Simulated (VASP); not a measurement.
The system is MgZr2O3.

```xyz
6
Lattice="2.1441 1.2379 4.9848 -2.1441 1.2379 4.9848 0.0000 -2.4758 4.9848" Properties=species:S:1:pos:R:3 pbc="T T T"
Mg    0.0000    0.0000    7.4772
Zr    0.0000    0.0000    2.5893
Zr    0.0000    0.0000   12.3650
O     0.0000    1.2379    4.9848
O    -1.0720   -0.6189    4.9848
O     1.0720   -0.6189    4.9848
```

The cell was built by a generator and needn't be a form met in nature.

```yaml
Program: VASP 6.6.1
Task: relaxation of cell and atoms
Functional: PBE
Potentials_or_basis: VASP PAW PBE potentials, release 64 (Mg, Zr_sv, O)
Cutoff: 520 eV
k_mesh: 4 × 4 × 4
Occupations: gaussian, width 0.15 eV
Spin: no spin polarisation
```

At the start: pressure 27.4 GPa; volume 13.23 Å³/atom.

How do energy, volume and symmetry change on relaxing?

Over 18 steps the energy falls by 2962.2 meV/atom and the volume is 12.81 Å³/atom (-3.2 %); space group R-3m (No. 166, to 0.05 Å).

The path:
```
step  energy change (eV)  largest force (eV/Å)  pressure (GPa)  volume (Å³)
   1              0.0000                2.1678           27.37        79.38
   2            -11.7835                4.6780          -23.37       102.58
   3            -11.1678                2.4406          -44.09       115.97
   4            -12.8564                4.6209          -30.77       107.33
   5            -13.8493                7.0923           11.08        79.25
   6            -16.4870                0.3389          -22.42        92.34
   7            -16.5219                0.0861          -20.71        91.36
   8            -17.2985                2.8362           19.31        72.77
   9            -17.6003                1.7675            3.24        78.75
  10            -17.7382                0.1655           -1.03        78.19
  11            -17.7494                0.2130           -0.36        78.32
  12            -17.7494                0.2496           -0.12        78.33
  13            -17.7570                0.2012           -0.66        78.24
  14            -17.7662                0.0820           -1.52        78.03
  15            -17.7710                0.1227           -0.46        77.35
  16            -17.7716                0.1513            0.40        76.88
  17            -17.7717                0.1457            0.34        76.95
  18            -17.7730                0.0250            0.02        76.85
```

Final structure:
```cif
data_structure
_symmetry_space_group_name_H-M 'P 1'
_symmetry_Int_Tables_number 1
_cell_length_a 4.3619
_cell_length_b 4.3619
_cell_length_c 4.3619
_cell_angle_alpha 76.251
_cell_angle_beta 76.251
_cell_angle_gamma 76.251
_cell_volume 76.85
loop_
_atom_site_label
_atom_site_type_symbol
_atom_site_fract_x
_atom_site_fract_y
_atom_site_fract_z
_atom_site_occupancy
Mg1 Mg 0.50000 0.50000 0.50000 1
Zr1 Zr 0.17714 0.17714 0.17714 1
Zr2 Zr 0.82286 0.82286 0.82286 1
O1 O 0.50000 0.50000 0.00000 1
O2 O 0.00000 0.50000 0.50000 1
O3 O 0.50000 0.00000 0.50000 1
```

Caveat: the k mesh is coarse (spacing up to 0.44 Å⁻¹), so the values aren't converged.
